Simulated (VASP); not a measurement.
# Al: the relaxed cell at several levels of theory

How much does the relaxed cell of Al depend on the functional? The starting structure is a measured crystal structure from the Crystallography Open Database.

Main program and level: VASP 6.6.1; Kohn-Sham DFT with plane waves and PAW; PBEsol, LDA, PBE, PBEsol + D3(BJ), r2SCAN, r2SCAN + rVV10, vdW-DF-cx and SCAN.

## (1) Starting point

Symmetry: Fm-3m, No. 225, cubic system. Conventional cell: a = 4.050 Å, b = 4.050 Å, c = 4.050 Å, α = 90.00°, β = 90.00°, γ = 90.00°. Nearest to Al lie 12 Al at 2.86 Å.

As a file:

```cif
data_structure
_symmetry_space_group_name_H-M 'Fm-3m'
_symmetry_Int_Tables_number 225
_cell_length_a 4.0499
_cell_length_b 4.0499
_cell_length_c 4.0499
_cell_angle_alpha 90.000
_cell_angle_beta 90.000
_cell_angle_gamma 90.000
_cell_volume 66.42
loop_
_atom_site_label
_atom_site_type_symbol
_atom_site_symmetry_multiplicity
_atom_site_Wyckoff_symbol
_atom_site_fract_x
_atom_site_fract_y
_atom_site_fract_z
_atom_site_occupancy
Al1 Al 4 a 0.00000 0.00000 0.00000 1
```

## (2) Relaxation with PBEsol

PBEsol restores the gradient expansion of exchange and is tuned for the cells of solids.

INCAR

```
SYSTEM = Al
PREC = Accurate
ENCUT = 450
EDIFF = 1E-06
NELM = 100
ISMEAR = 1
SIGMA = 0.1
LREAL = .FALSE.
ALGO = Normal
GGA = PS
LORBIT = 11
LWAVE = .FALSE.
LCHARG = .FALSE.
KPAR = 2
IBRION = 2
NSW = 50
ISIF = 3
EDIFFG = -0.01
```

POSCAR

```
Al
1.0
    0.0000000000      2.0249250000      2.0249250000
    2.0249250000      0.0000000000      2.0249250000
    2.0249250000      2.0249250000      0.0000000000
Al
1
Direct
    0.0000000000      0.0000000000      0.0000000000
```

KPOINTS

```
Automatic mesh
0
Gamma
12 12 12
0 0 0
```

The projector-augmented-wave data sets are Al (PBE family, release 64).

Started as:

```bash
$ mpirun -np 2 vasp_std
```

What it wrote:

```text
[banner, memory and clock lines left out]
running    2 mpi-ranks, on    1 nodes
 distrk:  each k-point on    1 cores,    2 groups
 distr:  one band on    1 cores,    1 groups

 POSCAR found type information on POSCAR Al
 POSCAR found :  1 types and       1 ions
|                                                                             |
|               ----> ADVICE to this user running VASP <----                  |
|                                                                             |
|     You enforced a specific xc type in the INCAR file but a different       |
|     [... a line on the potential file left out ...]
|     I HOPE YOU KNOW WHAT YOU ARE DOING!                                     |
|                                                                             |

 LDA part: xc-table for (Slater+PW92), standard interpolation
 POSCAR, INCAR and KPOINTS ok, starting setup
 FFT: planning ... GRIDC
 FFT: planning ... GRID_SOFT
 FFT: planning ... GRID
 WAVECAR not read
 entering main loop
       N       E                     dE             d eps       ncg     rms          rms(c)
DAV:   1    -0.228084377189E+01   -0.22808E+01   -0.72620E+02   795   0.273E+02
DAV:   2    -0.410912670084E+01   -0.18283E+01   -0.15683E+01   975   0.268E+01
DAV:   3    -0.412504128353E+01   -0.15915E-01   -0.15915E-01   925   0.292E+00
DAV:   4    -0.412508241276E+01   -0.41129E-04   -0.41129E-04   960   0.145E-01
DAV:   5    -0.412508260586E+01   -0.19310E-06   -0.19364E-06   960   0.902E-03    0.138E+00
DAV:   6    -0.410847264557E+01    0.16610E-01   -0.21476E-03   895   0.309E-01    0.785E-01
DAV:   7    -0.409720660538E+01    0.11266E-01   -0.59267E-03   850   0.495E-01    0.165E-01
DAV:   8    -0.409719358007E+01    0.13025E-04   -0.31959E-05   945   0.585E-02    0.771E-03
DAV:   9    -0.409719286590E+01    0.71417E-06   -0.47947E-07   885   0.484E-03
   1 F= -.40971929E+01 E0= -.40974398E+01  d E =-.409719E+01
 curvature:   0.00 expect dE= 0.000E+00 dE for cont linesearch  0.000E+00
 trial: gam= 0.00000 g(F)=  0.122E-64 g(S)=  0.486E-02 ort = 0.000E+00 (trialstep = 0.100E+01)
 search vector abs. value=  0.486E-02
 bond charge predicted
       N       E                     dE             d eps       ncg     rms          rms(c)
DAV:   1    -0.409937498514E+01   -0.21814E-02   -0.34951E-02   890   0.120E+00    0.163E-01
DAV:   2    -0.409921111007E+01    0.16388E-03   -0.22818E-04   780   0.128E-01    0.567E-02
DAV:   3    -0.409910535108E+01    0.10576E-03   -0.38212E-05   895   0.368E-02    0.204E-02
DAV:   4    -0.409909687477E+01    0.84763E-05   -0.47361E-06   930   0.129E-02    0.128E-02
DAV:   5    -0.409909689036E+01   -0.15595E-07   -0.37423E-08   445   0.201E-03
   2 F= -.40990969E+01 E0= -.40993581E+01  d E =-.190402E-02
 trial-energy change:   -0.001904  1 .order   -0.001863   -0.004858    0.001131
 step:   0.8172(harm=  0.8111)  dis= 0.00000  next Energy=    -4.099200 (dE=-0.201E-02)
 bond charge predicted
       N       E                     dE             d eps       ncg     rms          rms(c)
DAV:   1    -0.409921129648E+01   -0.11442E-03   -0.11466E-03   895   0.217E-01    0.292E-02
DAV:   2    -0.409920527113E+01    0.60254E-05   -0.75321E-06   790   0.232E-02    0.103E-02
DAV:   3    -0.409920113043E+01    0.41407E-05   -0.12566E-06   680   0.670E-03    0.338E-03
DAV:   4    -0.409920063948E+01    0.49095E-06   -0.16176E-07   405   0.257E-03
   3 F= -.40992006E+01 E0= -.40994671E+01  d E =-.200777E-02
 curvature:  -0.41 expect dE=-0.101E-07 dE for cont linesearch -0.101E-07
 trial: gam= 0.00000 g(F)=  0.670E-64 g(S)=  0.250E-07 ort =-0.110E-04 (trialstep = 0.963E+00)
 search vector abs. value=  0.251E-07
 reached required accuracy - stopping structural energy minimisation
```

Elapsed: 2.2 s, on 2 MPI ranks of Intel Xeon 6975P-C (Granite Rapids), shared host; peak memory 0.22 GiB; 3.4 s of CPU time.

The logs omit lines about the potential files and the build; timing stands in the text.

OUTCAR, selected parts (step 2):

```text
ion  position               nearest neighbor table
   1  0.000  0.000  0.000-

  LATTYP: Found a face centered cubic cell.
 ALAT       =     4.0498500000

 Subroutine GETGRP returns: Found 48 space group operations
 (whereof 48 operations were pure point group operations)

The static configuration has the point symmetry O_h .

 Found     72 irreducible k-points:

   k-points           NKPTS =     72   k-points in BZ     NKDIM =     72   number of bands    NBANDS=      5

   dimension x,y,z NGX =    20 NGY =   20 NGZ =   20
   dimension x,y,z NGXF=    40 NGYF=   40 NGZF=   40

   ENCUT  =  450.0 eV  33.07 Ry    5.75 a.u.   4.95  4.95  4.95*2*pi/ulx,y,z

   NELECT =       3.0000    total number of electrons

 k-points in reciprocal lattice and weights: Automatic mesh
   0.00000000  0.00000000  0.00000000       0.001
   0.08333333  0.00000000  0.00000000       0.005
   0.16666667  0.00000000  0.00000000       0.005
   0.25000000  0.00000000  0.00000000       0.005
   0.33333333  0.00000000  0.00000000       0.005
   0.41666667  0.00000000  0.00000000       0.005
   0.50000000  0.00000000  0.00000000       0.002
   0.08333333  0.08333333  0.00000000       0.003
   0.16666667  0.08333333  0.00000000       0.014
[...]
-0.33333333  0.50000000  0.16666667       0.007
  -0.25000000  0.50000000  0.25000000       0.003

 average (electrostatic) potential at core
       1 -72.1257

 E-fermi :   7.9641

 k-point     1 :       0.0000    0.0000    0.0000
  band No.  band energies     occupation
      1      -3.1248      2.00000
      2      20.7925      0.00000
      3      20.7925      0.00000
      4      20.7925      0.00000
      5      22.4007      0.00000

 k-point     2 :       0.0833    0.0000    0.0000
  band No.  band energies     occupation
      1      -2.9342      2.00000
      2      18.1871      0.00000
      3      20.2451      0.00000
      4      20.2451      0.00000
      5      23.0372      0.00000

 k-point     3 :       0.1667    0.0000    0.0000
  band No.  band energies     occupation
      1      -2.3640      2.00000
      2      14.8031      0.00000
      3      19.5523      0.00000
      4      19.5523      0.00000
      5      22.8422      0.00000

  Total        0.0004154      0.0004154      0.0004154      0.0000000     -0.0000000      0.0000000
  in kB        0.0409572      0.0409572      0.0409572      0.0000000     -0.0000000      0.0000000
  external PRESSURE =       0.0409572 kB  Pullay stress =       0.0000000 kB

  energy-cutoff  :      450.00
  volume of cell :       16.25
      direct lattice vectors                 reciprocal lattice vectors
     0.000000000  2.010299326  2.010299326    -0.248719180  0.248719180  0.248719180
     2.010299326  0.000000000  2.010299326     0.248719180 -0.248719180  0.248719180
     2.010299326  2.010299326  0.000000000     0.248719180  0.248719180 -0.248719180

 POSITION                                       TOTAL-FORCE (eV/Angst)
 -----------------------------------------------------------------------------------
      0.00000      0.00000      0.00000         0.000000     -0.000000     -0.000000
 -----------------------------------------------------------------------------------
    total drift:                                0.000000      0.000000     -0.000000

  FREE ENERGIE OF THE ION-ELECTRON SYSTEM (eV)
  ---------------------------------------------------
  free  energy   TOTEN  =        -4.0992006395 eV

  energy  without entropy=       -4.0999998941  energy(sigma->0) =       -4.09946706

 reached required accuracy - stopping structural energy minimisation

 total charge
# of ion       s       p       d       tot
------------------------------------------
    1        0.431   0.345   0.000   0.775

[... 3 further parts left out ...]
```

This run has no spin polarisation. Its electron count is odd, so without a moment it is a metal by construction. The PAW data sets were made with PBE, which is usual practice but a small mismatch for other functionals. The run keeps the 48 symmetry operations of its start, so it cannot find a distortion of lower symmetry.

With PBEsol the relaxed cell holds 16.248 Å³ an atom, -2.15 % against the measured cell, with a = 4.021 Å. Pressures at 0.985 and 1.015 times this volume, from two more relaxations that aren't shown, give a bulk modulus of 84.8 GPa.

## (3) Relaxation with LDA

LDA, the lowest rung, knows the local density alone. This run starts from the cell of an earlier relaxation, which isn't shown; the restart sets up the plane waves anew.

INCAR, as its differences from that of step 2:

```diff
@@ -9,3 +9,3 @@
 ALGO = Normal
-GGA = PS
+GGA = CA
 LORBIT = 11
```

POSCAR

```
Al
1.0
    0.0000000000      1.9947586583      1.9947586583
    1.9947586583      0.0000000000      1.9947586583
    1.9947586583      1.9947586583      0.0000000000
Al
1
Direct
    0.0000000000      0.0000000000      0.0000000000
```

KPOINTS is that of step 2.

The projector-augmented-wave data sets are Al (LDA family, release 64).

Started as:

```bash
$ mpirun -np 2 vasp_std
```

What it wrote:

```text
[banner, memory and clock lines left out]
running    2 mpi-ranks, on    1 nodes
[...]
LDA part: xc-table for (Slater(with rela. corr.)+CA(PZ))
 , standard interpolation
 POSCAR, INCAR and KPOINTS ok, starting setup
[...]
entering main loop
       N       E                     dE             d eps       ncg     rms          rms(c)
DAV:   1    -0.275886923736E+01   -0.27589E+01   -0.76366E+02   830   0.279E+02
DAV:   2    -0.421461990098E+01   -0.14558E+01   -0.13804E+01   945   0.266E+01
DAV:   3    -0.422797098140E+01   -0.13351E-01   -0.13349E-01   950   0.273E+00
DAV:   4    -0.422799694015E+01   -0.25959E-04   -0.25958E-04   965   0.116E-01
DAV:   5    -0.422799703933E+01   -0.99186E-07   -0.99999E-07   980   0.546E-03    0.143E+00
DAV:   6    -0.421039454058E+01    0.17602E-01   -0.22627E-03   820   0.303E-01    0.805E-01
DAV:   7    -0.419894163982E+01    0.11453E-01   -0.57402E-03   850   0.474E-01    0.168E-01
DAV:   8    -0.419891991908E+01    0.21721E-04   -0.30372E-05   945   0.555E-02    0.118E-02
DAV:   9    -0.419891974329E+01    0.17579E-06   -0.18718E-07   800   0.309E-03
   1 F= -.41989197E+01 E0= -.41992025E+01  d E =-.419892E+01
[...]
reached required accuracy - stopping structural energy minimisation
```

Run time: 1.2 s. Hardware: 2 MPI ranks; peak memory 0.2 GiB.

OUTCAR, selected parts (step 3):

```text
  Total        0.0007147      0.0007147      0.0007147      0.0000000     -0.0000000     -0.0000000
  in kB        0.0721371      0.0721371      0.0721371      0.0000000     -0.0000000     -0.0000000
  external PRESSURE =       0.0721371 kB  Pullay stress =       0.0000000 kB

 POSITION                                       TOTAL-FORCE (eV/Angst)
 -----------------------------------------------------------------------------------
      0.00000      0.00000      0.00000         0.000000      0.000000      0.000000
 -----------------------------------------------------------------------------------
    total drift:                                0.000000      0.000000     -0.000000

  FREE ENERGIE OF THE ION-ELECTRON SYSTEM (eV)
  ---------------------------------------------------
  free  energy   TOTEN  =        -4.1989197433 eV

  energy  without entropy=       -4.1997681049  energy(sigma->0) =       -4.19920253

[... 2 parts as in an earlier step ...]

[... 2 further parts left out ...]
[key lines of the parts left out:]
E-fermi :   8.0550
```

With LDA the relaxed cell holds 15.875 Å³ an atom, -4.40 % against the measured cell, with a = 3.990 Å. That is -2.30 % from PBEsol. Pressures at 0.985 and 1.015 times this volume, from two more relaxations that aren't shown, give a bulk modulus of 86.9 GPa.

## (4) Relaxation with PBE

PBE, the usual starting point, adds the gradient of the density.

INCAR, as its differences from that of step 3:

```diff
@@ -9,3 +9,3 @@
 ALGO = Normal
-GGA = CA
+GGA = PE
 LORBIT = 11
```

POSCAR

```
Al
1.0
    0.0000000000      2.0249250000      2.0249250000
    2.0249250000      0.0000000000      2.0249250000
    2.0249250000      2.0249250000      0.0000000000
Al
1
Direct
    0.0000000000      0.0000000000      0.0000000000
```

KPOINTS is that of step 3.

The projector-augmented-wave data sets are Al (PBE family, release 64).

Started as:

```bash
$ mpirun -np 2 vasp_std
```

What it wrote:

```text
[banner, memory and clock lines left out]
running    2 mpi-ranks, on    1 nodes
[...]
LDA part: xc-table for (Slater+PW92), standard interpolation
 POSCAR, INCAR and KPOINTS ok, starting setup
[...]
entering main loop
       N       E                     dE             d eps       ncg     rms          rms(c)
DAV:   1    -0.193347258413E+01   -0.19335E+01   -0.72448E+02   795   0.273E+02
DAV:   2    -0.375946176356E+01   -0.18260E+01   -0.15660E+01   975   0.267E+01
DAV:   3    -0.377538065430E+01   -0.15919E-01   -0.15919E-01   925   0.292E+00
DAV:   4    -0.377542255171E+01   -0.41897E-04   -0.41897E-04   960   0.147E-01
[...]
DAV:   8    -0.375351425883E+01    0.28375E-05   -0.24402E-05   950   0.525E-02    0.679E-03
DAV:   9    -0.375351288669E+01    0.13721E-05   -0.94560E-07   850   0.671E-03    0.118E-03
DAV:  10    -0.375351251916E+01    0.36753E-06   -0.52879E-09   505   0.793E-04
   1 F= -.37535125E+01 E0= -.37537700E+01  d E =-.375351E+01
[...]
N       E                     dE             d eps       ncg     rms          rms(c)
DAV:   1    -0.375360504944E+01   -0.92163E-04   -0.14669E-03   880   0.243E-01    0.318E-02
DAV:   2    -0.375359952862E+01    0.55208E-05   -0.91880E-06   820   0.260E-02    0.118E-02
DAV:   3    -0.375359603338E+01    0.34952E-05   -0.12496E-06   745   0.705E-03    0.351E-03
DAV:   4    -0.375359596766E+01    0.65723E-07   -0.13014E-07   405   0.229E-03
   2 F= -.37535960E+01 E0= -.37538635E+01  d E =-.834485E-04
 trial-energy change:   -0.000083  1 .order   -0.000082   -0.000207    0.000044
 step:   0.8264(harm=  0.8264)  dis= 0.00000  next Energy=    -3.753598 (dE=-0.855E-04)
 reached required accuracy - stopping structural energy minimisation
```

Elapsed: 1.8 s, on 2 MPI ranks; peak memory 0.21 GiB.

OUTCAR, selected parts (step 4):

```text
  Total        0.0079478      0.0079478      0.0079478      0.0000000     -0.0000000     -0.0000000
  in kB        0.7710489      0.7710489      0.7710489      0.0000000     -0.0000000     -0.0000000
  external PRESSURE =       0.7710489 kB  Pullay stress =       0.0000000 kB

 POSITION                                       TOTAL-FORCE (eV/Angst)
 -----------------------------------------------------------------------------------
      2.02123      2.02123      4.04246        -0.000000     -0.000000      0.000000
 -----------------------------------------------------------------------------------
    total drift:                               -0.000000      0.000000     -0.000000

  FREE ENERGIE OF THE ION-ELECTRON SYSTEM (eV)
  ---------------------------------------------------
  free  energy   TOTEN  =        -3.7535959677 eV

  energy  without entropy=       -3.7543985748  energy(sigma->0) =       -3.75386350

[... 2 parts as in an earlier step ...]

[... 2 further parts left out ...]
[key lines of the parts left out:]
E-fermi :   7.8537
```

With PBE the relaxed cell holds 16.515 Å³ an atom, -0.55 % against the measured cell, with a = 4.042 Å. That is +1.64 % from PBEsol. Pressures at 0.985 and 1.015 times this volume, from two more relaxations that aren't shown, give a bulk modulus of 81.7 GPa.

## (5) Relaxation with PBEsol + D3(BJ)

D3 with Becke-Johnson damping keeps a finite attraction at short range. This run starts from the cell of an earlier relaxation, which isn't shown; the restart sets up the plane waves anew.

INCAR, as its differences from that of step 4:

```diff
@@ -9,3 +9,4 @@
 ALGO = Normal
-GGA = PE
+GGA = PS
+IVDW = 12
 LORBIT = 11
```

POSCAR

```
Al
1.0
    0.0000000000      1.9845232571      1.9845232571
    1.9845232571      0.0000000000      1.9845232571
    1.9845232571      1.9845232571      0.0000000000
Al
1
Direct
    0.0000000000      0.0000000000      0.0000000000
```

KPOINTS is that of step 4.

Started as:

```bash
$ mpirun -np 2 vasp_std
```

What it wrote:

```text
[banner, memory and clock lines left out]
running    2 mpi-ranks, on    1 nodes
[...]
[... a notice as in an earlier step ...]

 LDA part: xc-table for (Slater+PW92), standard interpolation
 POSCAR, INCAR and KPOINTS ok, starting setup
[...]
entering main loop
       N       E                     dE             d eps       ncg     rms          rms(c)
DAV:   1    -0.226804990903E+01   -0.22680E+01   -0.77631E+02   775   0.278E+02
DAV:   2    -0.410721990665E+01   -0.18392E+01   -0.17041E+01   955   0.288E+01
DAV:   3    -0.412139055626E+01   -0.14171E-01   -0.14174E-01   930   0.295E+00
DAV:   4    -0.412143189030E+01   -0.41334E-04   -0.41334E-04   950   0.156E-01
DAV:   5    -0.412143215372E+01   -0.26342E-06   -0.26418E-06  1000   0.106E-02    0.149E+00
DAV:   6    -0.410419988910E+01    0.17232E-01   -0.18115E-03   840   0.285E-01    0.846E-01
DAV:   7    -0.409253943477E+01    0.11660E-01   -0.50333E-03   840   0.457E-01    0.181E-01
DAV:   8    -0.409252439188E+01    0.15043E-04   -0.30188E-05   980   0.569E-02    0.198E-02
DAV:   9    -0.409252375550E+01    0.63638E-06   -0.41511E-07   845   0.494E-03
   1 F= -.44279058E+01 E0= -.44280244E+01  d E =-.442791E+01
[...]
reached required accuracy - stopping structural energy minimisation
```

The job ended after 1.4 s (2 MPI ranks; peak memory 0.22 GiB; 1.8 s of CPU time).

OUTCAR, selected parts (step 5):

```text
 Edisp (eV)   -0.33538

  Total       0.00108     0.00108     0.00108     0.00000    -0.00000    -0.00000
  in kB       0.11073     0.11073     0.11073     0.00000    -0.00000    -0.00000
  external pressure =        0.11 kB  Pullay stress =        0.00 kB

 POSITION                                       TOTAL-FORCE (eV/Angst)
 -----------------------------------------------------------------------------------
      0.00000      0.00000      0.00000        -0.000000     -0.000000     -0.000000
 -----------------------------------------------------------------------------------
    total drift:                                0.000000      0.000000     -0.000000

  FREE ENERGIE OF THE ION-ELECTRON SYSTEM (eV)
  ---------------------------------------------------
  free  energy   TOTEN  =        -4.4279058252 eV

  energy  without entropy=       -4.4282614259  energy(sigma->0) =       -4.42802436

[... 2 parts as in an earlier step ...]

[... 2 further parts left out ...]
[key lines of the parts left out:]
E-fermi :   8.3848
```

With PBEsol + D3(BJ) the relaxed cell holds 15.631 Å³ an atom, -5.87 % against the measured cell, with a = 3.969 Å. That is -3.80 % from PBEsol. Pressures at 0.985 and 1.015 times this volume, from two more relaxations that aren't shown, give a bulk modulus of 89.3 GPa.

(Continued in part 2 of 2.)

[Lines on the potential files, build, host, timing and source positions are cut from VASP's logs without a mark.]

[Logs are printed without paths, hosts, clocks, repeated set-up lines and the standing remarks that a program may print on its own settings, such as how far it seeks lower states.]

[Hosts, paths, dates, database ids (printed as entryN), source tags and the programs' standing remarks are cut or masked in the printed files.]
